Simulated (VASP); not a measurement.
Rh, 1 atom in the cell. Symmetry: Fm-3m, No. 225, cubic system. Conventional cell: a = 3.905 Å, b = 3.905 Å, c = 3.905 Å, α = 90.00°, β = 90.00°, γ = 90.00°. Rh (site symmetry m-3m) is surrounded by 12 Rh at 2.76 Å.  The cell isn't the ideal one: a relaxed cell with its volume scaled by 1.06.

```yaml
Program: VASP 6.6.1
Task: single point
Functional: PBE
Potentials_or_basis: VASP PAW PBE potentials, release 64 (Rh_pv)
Cutoff: 520 eV
k_mesh: 18 × 18 × 18
Occupations: methfessel-paxton, width 0.2 eV
Spin: no spin polarisation
Further_INCAR_settings: ALGO = Fast; EDIFF = 1e-07
```

Potentials or basis: VASP PAW PBE potentials, release 64 (Rh_pv).

Run with:

```bash
$ cat potpaw_PBE.64/Rh_pv/POTCAR > POTCAR
$ mpirun -np 1 vasp_std > vasp.out
```

Hardware: 1 thread of Intel(R) Xeon(R) Platinum 8375C CPU @ 2.90GHz (Ice Lake), with other jobs on the host.

Question: Estimate the wall time of this run.

Answer: Wall time 25 s on 1 thread of Intel(R) Xeon(R) Platinum 8375C CPU @ 2.90GHz (Ice Lake), on a shared host, peak memory 0.16 GiB. Counts: scf iterations 16, k points 195.
